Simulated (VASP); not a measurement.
# MnHg (Pm-3m) in VASP: notebook

The runs below take MnHg through single point, with r2SCAN.

Everything below comes from runs of VASP 6.6.1. Logs are shortened: lines on timing, memory, paths and dates and some standing lists are left out, and cuts for length are marked.

### Step 1. Starting point

The structure is cubic, space group Pm-3m (No. 221). Conventional cell: a = 3.315 Å, b = 3.315 Å, c = 3.315 Å, α = 90.00°, β = 90.00°, γ = 90.00°. Around Hg (site symmetry m-3m) lie 8 Mn at 2.87 Å. Around Mn (site symmetry m-3m) lie 8 Hg at 2.87 Å.

### Step 2. Single point, r2SCAN, collinear spin, ferromagnetic start

Contents of INCAR:

```
SYSTEM = MnHg
  PREC = Accurate
  ENCUT = 300
  EDIFF = 1E-6
  ISMEAR = 1
  SIGMA = 0.15
  LREAL = .FALSE.
  LASPH = .TRUE.
  NELM = 100
  ALGO = Normal
  ISIF = 2
  LWAVE = .FALSE.
  LCHARG = .FALSE.
  ISPIN = 2
  MAGMOM = 0 4
  LORBIT = 11
  LMAXMIX = 4
  METAGGA = R2SCAN
  LMIXTAU = .TRUE.
  NBANDS = 24
  ADDGRID = .FALSE.
```

Contents of KPOINTS:

```
regular mesh
0
G
  4 4 4
  0 0 0
```

Contents of POSCAR:

```
MnHg
1.0
    3.3150000000      0.0000000000      0.0000000000
    0.0000000000      3.3150000000      0.0000000000
    0.0000000000      0.0000000000      3.3150000000
Hg Mn
1 1
Direct
   -0.0058010000      0.0109980000     -0.0122330000
    0.5154140000      0.4990250000      0.4770600000
```

Potentials or basis: VASP PAW PBE potentials, release 64 (Hg, Mn_pv).

Run with:

```sh
cat potpaw_PBE.64/Hg/POTCAR potpaw_PBE.64/Mn_pv/POTCAR > POTCAR
mpirun -np 1 vasp_std > vasp.out
```

OUTCAR:

```text
SYSTEM = MnHg
   PREC = Accurate
   ENCUT = 300
   EDIFF = 1E-6
   ISMEAR = 1
   LREAL = .FALSE.
   LASPH = .TRUE.
   NELM = 100
   ISIF = 2
   ISPIN = 2
   LORBIT = 11
   METAGGA = R2SCAN

 Found     36 irreducible k-points:

 Following reciprocal coordinates:
            Coordinates               Weight
  0.000000  0.000000  0.000000      1.000000
  0.250000  0.000000  0.000000      2.000000
  0.000000  0.250000  0.000000      2.000000
  0.000000  0.000000  0.250000      2.000000
  0.500000  0.000000  0.000000      1.000000
  0.000000  0.500000  0.000000      1.000000
   k-points           NKPTS =     36   k-points in BZ     NKDIM =     36   number of bands    NBANDS=     24
   number of dos      NEDOS =    301   number of ions     NIONS =      2
   total plane-waves  NPLWV =   8000
   dimension x,y,z NGX =    20 NGY =   20 NGZ =   20
   dimension x,y,z NGXF=    40 NGYF=   40 NGZF=   40
   ions per type =               1   1
   NGX,Y,Z   is equivalent  to a cutoff of  10.03, 10.03, 10.03 a.u.
   NGXF,Y,Z  is equivalent  to a cutoff of  20.06, 20.06, 20.06 a.u.
 SYSTEM =  MnHg
   PREC   = accura    normal or accurate (medium, high low for compatibility)
   ISTART =      0    job   : 0-new  1-cont  2-samecut
   ICHARG =      2    charge: 1-file 2-atom 10-const
   ISPIN  =      2    spin polarized calculation?
   LNONCOLLINEAR =      F non collinear calculations
   LSORBIT =      F    spin-orbit coupling
   LASPH  =      T    aspherical Exc in radial PAW
   ENCUT  =  300.0 eV  22.05 Ry    4.70 a.u.   4.68  4.68  4.68*2*pi/ulx,y,z
   NELM   =    100;   NELMIN=  2; NELMDL= -5     # of ELM steps
   EDIFF  = 0.1E-05   stopping-criterion for ELM
   LREAL  =      F    real-space projection
   EDIFFG = 0.1E-04   stopping-criterion for IOM
   NSW    =      0    number of steps for IOM
   IBRION =     -1    ionic relax: 0-MD 1-quasi-New 2-CG
   NFREE  =      0    steps in history (QN), initial steepest desc. (CG)
   ISIF   =      2    stress and relaxation
   ISYM   =      2    0-nonsym 1-usesym 2-fastsym
   POTIM  = 0.5000    time-step for ionic-motion
   TEBEG  =    0.0;   TEEND  =   0.0 temperature during run
   PSTRESS=    0.0 pullay stress
   NELECT =      25.0000    total number of electrons
   NUPDOWN=      -1.0000    fix difference up-down
   EMIN   =  10.00;   EMAX   =-10.00  energy-range for DOS
   EFERMI =   0.00;   METHOD = LEGACY
   ISMEAR =     1;   SIGMA  =   0.15  broadening in eV -4-tet -1-fermi 0-gaus
   EFERMI_NEDOS =   21; number of points for ismear=-14 and -15
   IALGO  =     38    algorithm
   IMIX   =      4    mixing-type and parameters
     AMIX     =   0.40;   BMIX     =  1.00
     AMIX_MAG =   1.60;   BMIX_MAG =  1.00
  volume/ion in A,a.u.               =      18.21       122.92
  Fermi-wavevector in a.u.,A,eV,Ry     =   1.444014  2.728790 28.370534  2.085175
  Thomas-Fermi vector in A             =   2.562356
   LORBIT       =     11    0 simple, 1 ext, 2 COOP (PROOUT), +10 PAW based schemes
   METAGGA = R2SCAN    functional components
   LHFCALC =     F    Hartree Fock is set to
   AEXX    =    0.0000 exact exchange contribution
   IVDW    =     0    specifies the selected vdW correction
   LEPSILON=     F    determine dielectric tensor
   LRPA    =     F    only Hartree local field effects (RPA)
 spin polarized calculation
 Methfessel and Paxton  Order N= 1 SIGMA  =   0.15
  energy-cutoff  :      300.00
  volume of cell :       36.43
 maximum number of plane-waves:       442
 NGX is ok and might be reduce to    20
   NGX =  9   NGY =  9   NGZ =  9

 number of electron      24.9999993 magnetization       3.7097632

 Free energy of the ion-electron system (eV)
  ---------------------------------------------------
  ext. energy  EPLUGINS =         0.00000000
  ---------------------------------------------------
  free energy    TOTEN  =       -63.93176899 eV

  energy without entropy =      -63.93764699  energy(sigma->0) =      -63.93372832

 E-fermi :   5.7127     XC(G=0): -12.6462

 val. band max:        5.6007175503   @ k =  -0.2500   0.2500   0.5000
 cond. band min:       5.7236884101   @ k =   0.5000   0.5000   0.5000
 fundamental gap:      0.1229708598
 Fermi energy:         5.7127439706

 spin component 1

 k-point     1 :       0.0000    0.0000    0.0000
  band No.  band energies     occupation
      1     -47.0126      1.00000
      2     -47.0125      1.00000
      3     -47.0117      1.00000
      4      -4.4923      1.00000
      5      -3.1877      1.00000
      6      -3.1842      1.00000
[... 16 lines left out ...]
     23      23.3793      0.00000
     24      27.2197      0.00000
[... 112 lines left out ...]
      2     -47.0114      1.00000
      3     -47.0108      1.00000
      4      -3.0133      1.00000
      5      -2.8790      1.00000
      6      -2.3432      1.00000
[... 16 lines left out ...]
     23      19.5885      0.00000
     24      29.2946      0.00000

 [... further k-points ...]

 spin component 2

 k-point     1 :       0.0000    0.0000    0.0000
  band No.  band energies     occupation
      1     -41.6238      1.00000
      2     -41.6226      1.00000
      3     -41.6206      1.00000
      4      -4.6743      1.00000
      5      -3.2515      1.00000
      6      -3.2487      1.00000
[... 16 lines left out ...]
     23      23.3046      0.00000
     24      28.6394      0.00000
[... 112 lines left out ...]
      2     -41.6219      1.00000
      3     -41.6192      1.00000
      4      -3.2574      1.00000
      5      -3.0202      1.00000
      6      -2.3841      1.00000
[... 16 lines left out ...]
     23      19.4128      0.00000
     24      29.3994      0.00000

 [... further k-points ...]
[... 5 lines left out ...]
  --------------------------------------------------------------------------------------
  -------------------------------------------------------------------------------------
  Total       -0.5720561     -0.5377740     -0.5343951     -0.0430238      0.0224873     -0.0337779
  in kB      -25.1593033    -23.6515594    -23.5029536     -1.8922071      0.9890023     -1.4855675
  external PRESSURE =     -24.1046054 kB  Pullay stress =       0.0000000 kB

 VOLUME and BASIS-vectors are now :
 -----------------------------------------------------------------------------
  energy-cutoff  :      300.00
  volume of cell :       36.43
      direct lattice vectors                 reciprocal lattice vectors
     3.315000000  0.000000000  0.000000000     0.301659125  0.000000000  0.000000000
     0.000000000  3.315000000  0.000000000     0.000000000  0.301659125  0.000000000
     0.000000000  0.000000000  3.315000000     0.000000000  0.000000000  0.301659125

 POSITION                                       TOTAL-FORCE (eV/Angst)
 -----------------------------------------------------------------------------------
      3.29577      0.03646      3.27445         0.201784     -0.121125     -0.095936
      1.70860      1.65427      1.58145        -0.201784      0.121125      0.095936
 -----------------------------------------------------------------------------------
    total drift:                                0.006185      0.007376     -0.019560

  FREE ENERGIE OF THE ION-ELECTRON SYSTEM (eV)
  ---------------------------------------------------
  free  energy   TOTEN  =       -63.9317689915 eV

  energy  without entropy=      -63.9376469910  energy(sigma->0) =      -63.93372832

 total charge

# of ion       s       p       d       tot
------------------------------------------
    1        0.810   0.546   9.233  10.589
    2        0.260   6.168   4.975  11.403
--------------------------------------------------
tot          1.071   6.714  14.208  21.992

 magnetization (x)

# of ion       s       p       d       tot
------------------------------------------
    1       -0.077  -0.124   0.038  -0.163
    2        0.025  -0.001   3.861   3.885
--------------------------------------------------
tot         -0.053  -0.125   3.899   3.722
```

OSZICAR:

```text
N       E                     dE             d eps       ncg     rms          rms(c)
DAV:   1     0.116668289170E+03    0.11667E+03   -0.10483E+04  3632   0.823E+02
DAV:   2    -0.650327132656E+02   -0.18170E+03   -0.17362E+03  3696   0.279E+02
DAV:   3    -0.705120557518E+02   -0.54793E+01   -0.54671E+01  4000   0.563E+01
DAV:   4    -0.705451621072E+02   -0.33106E-01   -0.33104E-01  3976   0.404E+00
DAV:   5    -0.705456039416E+02   -0.44183E-03   -0.44183E-03  4168   0.457E-01    0.106E+01
DAV:   6    -0.640165361871E+02    0.65291E+01   -0.12593E+01  3848   0.322E+01    0.111E+01
DAV:   7    -0.639057614243E+02    0.11077E+00   -0.18402E+00  3680   0.119E+01    0.600E+00
DAV:   8    -0.639101437332E+02   -0.43823E-02   -0.77416E-02  3960   0.222E+00    0.321E+00
DAV:   9    -0.639281163472E+02   -0.17973E-01   -0.34160E-02  3792   0.122E+00    0.682E-01
DAV:  10    -0.639313535397E+02   -0.32372E-02   -0.57740E-03  4072   0.677E-01    0.238E-01
DAV:  11    -0.639314638222E+02   -0.11028E-03   -0.10906E-03  3952   0.247E-01    0.131E-01
DAV:  12    -0.639317842268E+02   -0.32040E-03   -0.52091E-04  3904   0.140E-01    0.770E-02
DAV:  13    -0.639317620876E+02    0.22139E-04   -0.50999E-05  3832   0.478E-02    0.208E-02
DAV:  14    -0.639317732503E+02   -0.11163E-04   -0.10602E-05  3984   0.269E-02    0.117E-02
DAV:  15    -0.639317718452E+02    0.14051E-05   -0.27598E-06  3664   0.110E-02    0.480E-03
DAV:  16    -0.639317688781E+02    0.29671E-05   -0.47000E-07  2720   0.384E-03    0.201E-03
DAV:  17    -0.639317689915E+02   -0.11340E-06   -0.12875E-07  2216   0.260E-03
   1 F= -.63931769E+02 E0= -.63933728E+02  d E =0.587800E-02  mag=     3.7098
```

stdout:

```text
POSCAR found type information on POSCAR HgMn
 POSCAR found :  2 types and       2 ions
 scaLAPACK will be used
 -----------------------------------------------------------------------------
|                                                                             |
|                                                                             |
|     You enforced a specific xc type in the INCAR file but a different       |
|     I HOPE YOU KNOW WHAT YOU ARE DOING!                                     |
|                                                                             |
 -----------------------------------------------------------------------------

 LDA part: xc-table for (None), standard interpolation
 POSCAR, INCAR and KPOINTS ok, starting setup
 FFT: planning ... GRIDC
 FFT: planning ... GRID_SOFT
 FFT: planning ... GRID
 WAVECAR not read
 entering main loop
```

It took 1.7 min on 1 thread of Intel Xeon Platinum 8259CL at 2.50GHz (Skylake/Cascade Lake), shared host; peak memory 0.15 GiB.

The run converged, but some of its settings lie outside the range that counts as converged, so its numbers aren't taken as properties of the crystal.

Results:

* Free energy: -63.9318 eV
* Largest force: 0.254 eV/Å
* Band gap on the k mesh: none (metal or under the smearing width)
* Net moment: 3.71 μB per cell
* Site moments: Hg -0.16; Mn +3.88 μB
* Valence electrons inside the program's atomic spheres: Hg 10.59; Mn 11.40

Caveat: the k mesh is coarse (spacing up to 0.47 Å⁻¹), so the values aren't converged; the cutoff is under 1.25 times the usual one of these potentials, so pressure, stress and relaxed cells hold a basis-set (Pulay) error; the PAW data sets were made with another functional, which shifts forces and pressure a little.

### Step 3. Single point, r2SCAN, collinear spin, ferromagnetic start

Edit INCAR of step 2 so:

```diff
@@ -2,3 +2,3 @@
   PREC = Accurate
-  ENCUT = 300
+  ENCUT = 350
   EDIFF = 1E-6
```

KPOINTS is that of step 2.

Contents of POSCAR:

```
MnHg
1.0
    3.3150000000      0.0000000000      0.0000000000
    0.0000000000      3.3150000000      0.0000000000
    0.0000000000      0.0000000000      3.3150000000
Hg Mn
1 1
Direct
    0.0000000000      0.0000000000      0.0000000000
    0.5000000000      0.5000000000      0.5000000000
```

Potentials or basis: VASP PAW PBE potentials, release 64 (Hg, Mn_pv).

Run with:

```sh
cat potpaw_PBE.64/Hg/POTCAR potpaw_PBE.64/Mn_pv/POTCAR > POTCAR
mpirun -np 1 vasp_std > vasp.out
```

Wall time 37 s (1 thread of Intel Xeon Platinum 8259CL at 2.50GHz (Skylake/Cascade Lake), shared host); peak memory 0.14 GiB.

The run converged, but some of its settings lie outside the range that counts as converged, so its numbers aren't taken as properties of the crystal.

Results:

- Free energy: -63.9367 eV
- Pressure: -2.4 GPa
- Band gap on the k mesh: none (metal or under the smearing width)
- Net moment: 3.71 μB per cell
- Site moments: Hg -0.17; Mn +3.89 μB
- Valence electrons inside the program's atomic spheres: Hg 10.60; Mn 11.40

Caveat: the k mesh is coarse (spacing up to 0.47 Å⁻¹), so the values aren't converged; the PAW data sets were made with another functional, which shifts forces and pressure a little.

### Step 4. Single point, r2SCAN, collinear spin, ferromagnetic start

INCAR is that of step 3.

KPOINTS is that of step 3.

Contents of POSCAR:

```
MnHg
1.0
    3.3150000000      0.0000000000      0.0000000000
    0.0000000000      3.3150000000      0.0000000000
    0.0000000000      0.0000000000      3.3150000000
Hg Mn
1 1
Direct
   -0.0058010000      0.0109980000     -0.0122330000
    0.5154140000      0.4990250000      0.4770600000
```

Run with:

```sh
cat potpaw_PBE.64/Hg/POTCAR potpaw_PBE.64/Mn_pv/POTCAR > POTCAR
mpirun -np 1 vasp_std > vasp.out
```

Wall time 92 s (1 thread of Intel Xeon Platinum 8259CL at 2.50GHz (Skylake/Cascade Lake), shared host); peak memory 0.15 GiB.

The run converged, but some of its settings lie outside the range that counts as converged, so its numbers aren't taken as properties of the crystal.

Results:

```yaml
Free_energy: -63.9246 eV
Pressure: -2.3 GPa
Largest_force: 0.255 eV/Å
Band_gap_on_the_k_mesh: none (metal or under the smearing width)
Net_moment: 3.71 μB per cell
Site_moments: Hg -0.16; Mn +3.88 μB
Valence_electrons_inside_the_program's_atomic_spheres: Hg 10.60; Mn 11.40
```

Caveat: the k mesh is coarse (spacing up to 0.47 Å⁻¹), so the values aren't converged; the PAW data sets were made with another functional, which shifts forces and pressure a little.

### Step 5. Single point, r2SCAN, collinear spin, ferromagnetic start

Edit INCAR of step 4 so:

```diff
@@ -2,3 +2,3 @@
   PREC = Accurate
-  ENCUT = 350
+  ENCUT = 400
   EDIFF = 1E-6
```

KPOINTS is that of step 4.

Contents of POSCAR:

```
MnHg
1.0
    3.3150000000      0.0000000000      0.0000000000
    0.0000000000      3.3150000000      0.0000000000
    0.0000000000      0.0000000000      3.3150000000
Hg Mn
1 1
Direct
    0.0000000000      0.0000000000      0.0000000000
    0.5000000000      0.5000000000      0.5000000000
```

Potentials or basis: VASP PAW PBE potentials, release 64 (Hg, Mn_pv).

Run with:

```sh
cat potpaw_PBE.64/Hg/POTCAR potpaw_PBE.64/Mn_pv/POTCAR > POTCAR
mpirun -np 1 vasp_std > vasp.out
```

OUTCAR:

```text
SYSTEM = MnHg
   PREC = Accurate
   ENCUT = 400
   EDIFF = 1E-6
   ISMEAR = 1
   LREAL = .FALSE.
   LASPH = .TRUE.
   NELM = 100
   ISIF = 2
   ISPIN = 2
   LORBIT = 11
   METAGGA = R2SCAN

 Found     10 irreducible k-points:

 Following reciprocal coordinates:
            Coordinates               Weight
  0.000000  0.000000  0.000000      1.000000
  0.250000  0.000000  0.000000      6.000000
  0.500000  0.000000  0.000000      3.000000
  0.250000  0.250000  0.000000     12.000000
  0.500000  0.250000  0.000000     12.000000
  0.500000  0.500000  0.000000      3.000000
   k-points           NKPTS =     10   k-points in BZ     NKDIM =     10   number of bands    NBANDS=     24
[... 418 lines left out ...]
  energy-cutoff  :      400.00
  volume of cell :       36.43
      direct lattice vectors                 reciprocal lattice vectors
     3.315000000  0.000000000  0.000000000     0.301659125  0.000000000  0.000000000
     0.000000000  3.315000000  0.000000000     0.000000000  0.301659125  0.000000000
     0.000000000  0.000000000  3.315000000     0.000000000  0.000000000  0.301659125

 POSITION                                       TOTAL-FORCE (eV/Angst)
 -----------------------------------------------------------------------------------
      0.00000      0.00000      0.00000         0.000000      0.000000      0.000000
      1.65750      1.65750      1.65750         0.000000      0.000000      0.000000
 -----------------------------------------------------------------------------------
    total drift:                                0.000000      0.000000     -0.000000

  FREE ENERGIE OF THE ION-ELECTRON SYSTEM (eV)
  ---------------------------------------------------
  free  energy   TOTEN  =       -63.9322660479 eV

  energy  without entropy=      -63.9378912714  energy(sigma->0) =      -63.93414112

 total charge

# of ion       s       p       d       tot
------------------------------------------
    1        0.810   0.544   9.249  10.603
    2        0.259   6.168   4.978  11.405
--------------------------------------------------
tot          1.070   6.711  14.227  22.008

 magnetization (x)

# of ion       s       p       d       tot
------------------------------------------
    1       -0.081  -0.124   0.037  -0.167
    2        0.025  -0.001   3.865   3.889
--------------------------------------------------
tot         -0.056  -0.125   3.903   3.722
```

stdout:

```text
POSCAR found type information on POSCAR HgMn
 POSCAR found :  2 types and       2 ions
 scaLAPACK will be used
 -----------------------------------------------------------------------------
|                                                                             |
|                                                                             |
|     You enforced a specific xc type in the INCAR file but a different       |
|     I HOPE YOU KNOW WHAT YOU ARE DOING!                                     |
|                                                                             |
 -----------------------------------------------------------------------------

 LDA part: xc-table for (None), standard interpolation
 POSCAR, INCAR and KPOINTS ok, starting setup
 FFT: planning ... GRIDC
 FFT: planning ... GRID_SOFT
 FFT: planning ... GRID
 WAVECAR not read
 entering main loop
```

It took 35 s on 1 thread of Intel Xeon Platinum 8259CL at 2.50GHz (Skylake/Cascade Lake), shared host; peak memory 0.16 GiB.

The run converged, but some of its settings lie outside the range that counts as converged, so its numbers aren't taken as properties of the crystal.

What came out:

```
Free energy                                           : -63.9323 eV
Pressure                                              : -2.2 GPa
Band gap on the k mesh                                : none (metal or under the smearing width)
Net moment                                            : 3.71 μB per cell
Site moments                                          : Hg -0.17; Mn +3.89 μB
Valence electrons inside the program's atomic spheres : Hg 10.60; Mn 11.40
```

Caveat: the k mesh is coarse (spacing up to 0.47 Å⁻¹), so the values aren't converged; the PAW data sets were made with another functional, which shifts forces and pressure a little.

### Step 6. For comparison

An earlier run on the cell as given: functional PBE; potentials or basis VASP PAW PBE potentials, release 64 (Hg, Mn_pv); cutoff 520 eV; k mesh 8 × 8 × 8; occupations fermi-dirac, width 0.05 eV; collinear spin, ferromagnetic start; starting moments [0.0, 4.0] μB.

- Pressure: 1.0 GPa
- Band gap on the k mesh: none (metal or under the smearing width)
- Net moment: 3.91 μB per cell
- Site moments: Hg -0.06; Mn +3.83 μB
- Valence electrons inside the program's atomic spheres: Hg 10.59; Mn 11.40
